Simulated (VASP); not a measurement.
Output of a VASP run:

### OSZICAR
```
       N       E                     dE             d eps       ncg     rms          rms(c)
DAV:   1     0.206566212962E+03    0.20657E+03   -0.15534E+04   588   0.101E+03
DAV:   2    -0.202160035496E+02   -0.22678E+03   -0.22420E+03   568   0.309E+02
DAV:   3    -0.292922653121E+02   -0.90763E+01   -0.89214E+01   593   0.525E+01
DAV:   4    -0.294936850748E+02   -0.20142E+00   -0.19810E+00   563   0.848E+00
DAV:   5    -0.294998936817E+02   -0.62086E-02   -0.61941E-02   635   0.123E+00    0.137E+01
DAV:   6    -0.286737046050E+02    0.82619E+00   -0.72497E+00   518   0.151E+01    0.359E+00
DAV:   7    -0.285519528849E+02    0.12175E+00   -0.77156E-01   526   0.453E+00    0.314E+00
DAV:   8    -0.285258185454E+02    0.26134E-01   -0.11278E-01   495   0.207E+00    0.301E-01
DAV:   9    -0.285252568548E+02    0.56169E-03   -0.76121E-03   632   0.415E-01    0.171E-01
DAV:  10    -0.285253448304E+02   -0.87976E-04   -0.91613E-04   575   0.232E-01    0.607E-02
DAV:  11    -0.285253500114E+02   -0.51810E-05   -0.51645E-05   600   0.381E-02    0.171E-02
DAV:  12    -0.285253581766E+02   -0.81651E-05   -0.20577E-05   509   0.295E-02    0.624E-03
DAV:  13    -0.285253577388E+02    0.43771E-06   -0.15133E-06   300   0.747E-03
   1 F= -.28525358E+02 E0= -.28523542E+02  d E =-.363106E-02
```

OUTCAR:
```
------------------------ aborting loop because EDIFF is reached ----------------------------------------
  FORCE on cell =-STRESS in cart. coord.  units (eV):
  Direction    XX          YY          ZZ          XY          YZ          ZX
  --------------------------------------------------------------------------------------
  Total       -2.1931520     -2.1931518     -7.0083960      0.0000000      0.0000000     -0.0000000
  in kB      -39.0329413    -39.0329371   -124.7329468      0.0000000      0.0000000     -0.0000000
  external PRESSURE =     -67.5996084 kB  Pullay stress =       0.0000000 kB
  volume of cell :       90.02
      direct lattice vectors                 reciprocal lattice vectors
     4.209304000  0.000000000  0.000000000     0.237568966  0.137160514  0.000000000
    -2.104652000  3.645364000  0.000000000     0.000000000  0.274321028  0.000000000
     0.000000000  0.000000000  5.866740000     0.000000000  0.000000000  0.170452415
 POSITION                                       TOTAL-FORCE (eV/Angst)
 -----------------------------------------------------------------------------------
      0.00000      0.00000      0.00000         0.000000      0.000000     -0.000000
      0.00000      0.00000      2.93337         0.000000      0.000000     -0.000000
     -0.00000      2.43024      1.46669         0.000000      0.000000      0.000000
      2.10465      1.21512      4.40006        -0.000000     -0.000000      0.000000
 -----------------------------------------------------------------------------------
    total drift:                                0.000000     -0.000000      0.000000
  FREE ENERGIE OF THE ION-ELECTRON SYSTEM (eV)
  ---------------------------------------------------
  free  energy   TOTEN  =       -28.5253577388 eV

  energy  without entropy=      -28.5217266787  energy(sigma->0) =      -28.52354221
```
(Selected blocks of OUTCAR.)

POSCAR:
```
SbMo
1
    4.2093040000     0.0000000000     0.0000000000
   -2.1046520000     3.6453640000     0.0000000000
    0.0000000000     0.0000000000     5.8667400000
Mo Sb
2 2
Direct
  0.0000000000   0.0000000000   0.0000000000
  0.0000000000   0.0000000000   0.5000000000
  0.3333330000   0.6666670000   0.2500000000
  0.6666670000   0.3333330000   0.7500000000
```

Problem. Write an INCAR and KPOINTS that could have produced this output.

Solution. Several could match; the one computed here: the input of the run itself, PBE GGA, plane waves, VASP's PBE PAW potentials (set 64).

File KPOINTS:
```
kpoints
0
G
5 5 3
```

**INCAR**
```
SYSTEM = SbMo
PREC = Accurate
ENCUT = 300
EDIFF = 1E-6
NELM = 100
ALGO = Normal
LREAL = .FALSE.
LASPH = .TRUE.
ISMEAR = 0
SIGMA = 0.05
GGA = PE
LMAXMIX = 4
LWAVE = .FALSE.
LCHARG = .FALSE.
ISIF = 2
```

POTCAR, in this order: Mo_sv Sb (PBE.64 set). Program: vasp_std.

At this cut-off the stress carries a Pulay error, which pulls relaxed volumes low.

The structure was generated: SbMo was put into an ordered model structure, which need not be its known phase. The cell was not relaxed at this level, and its volume differs by -5.9 % from the start's. The k-mesh is coarse (spacing up to 0.36 per Å, 2π included), so the numbers may not be converged in it.
